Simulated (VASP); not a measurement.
Input:

```
Ag
1.0
    0.00000     2.04500     2.04500
    2.04500     0.00000     2.04500
    2.04500     2.04500     0.00000
Ag
1
Direct
  0.00000   0.00000   0.00000
```

Level of theory: RPBE GGA, VASP's PBE PAW potentials (set 64) (plane waves; VASP). Run with 520 eV cut-off, 14×14×14 Γ-centred mesh, first-order Methfessel-Paxton smearing of 0.10 eV, potentials Ag.

Energy and stress use the plane-wave basis of the starting cell.

Problem. The ions, cell shape and volume are relaxed. Which structure does the run end with?

Solution. 
```
Ag
1.0
    0.00000     2.10609     2.10609
    2.10609     0.00000     2.10609
    2.10609     2.10609     0.00000
Ag
1
Cartesian
  0.00000   0.00000   0.00000
```
Space group Fm-3m (225), at a tolerance of 0.03 Å.

Problem. How do energy and volume change from the first to the last step?

Solution. The energy (σ→0) changes by -36.9 meV/atom and the volume by +9.2 %, in 3 ionic steps.

The compound is Ag in the fcc structure. This run relaxes it. Symmetry was kept, so distortions that lower it aren't found.
